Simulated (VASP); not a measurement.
Here is the system:

```
CELL_PARAMETERS angstrom
      0.00000     3.23000     3.23000
      3.23000     0.00000     3.23000
      3.23000     3.23000     0.00000
ATOMIC_POSITIONS crystal
  Hg 0.00000 0.00000 0.00000
  Te 0.25000 0.25000 0.25000
```

Level of theory: PBE GGA, VASP's PBE PAW potentials (set 64) (plane waves; VASP). Run with 800 eV cut-off, 7×7×7 Γ-centred mesh, Gaussian smearing of 0.050 eV, potentials Hg Te.

Unless said otherwise, spin-orbit coupling is left out, though it shifts the bands of the heavy elements here.

Problem. Estimate the energy per atom (σ→0), pressure, band gap (on the k-mesh) with the smallest direct gap where there is one.

Solution. 
The band gap (on the k-mesh) comes out as none (metal, semimetal or under 0.01 eV). The energy per atom (σ→0) comes out as -1.789 eV/atom and the pressure is 3.87 GPa.

Only differences to runs with the same potentials and settings are physical.

The compound is HgTe in the zinc blende structure. The cell was not relaxed at this level. The run is one of a series of settings (ENCUT = 800 against the base run), some of them coarse on purpose.
